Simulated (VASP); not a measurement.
Consider the following.

```
CELL_PARAMETERS angstrom
     -1.59356     1.59356     1.59356
      1.59356    -1.59356     1.59356
      1.59356     1.59356    -1.59356
ATOMIC_POSITIONS crystal
  W  0.00000 0.00000 0.00000
```

The numbers are results of PBE GGA, VASP's PBE PAW potentials (set 64) (plane waves; VASP), not measurements. Numerical set-up: 480 eV cut-off, 14×14×14 Γ-centred mesh, first-order Methfessel-Paxton smearing of 0.10 eV, potentials W_sv.

Unless said otherwise, spin-orbit coupling is left out, though it shifts the bands of the heavy elements here.

### Question
Predict the energy per atom (σ→0), band gap (on the k-mesh) with the smallest direct gap where there is one.

### Answer

```yaml
band gap (on the k-mesh): none (metal, semimetal or under 0.01 eV)
energy per atom (σ→0): -12.947 eV/atom
```

The compound is W in the bcc structure. It was relaxed first.
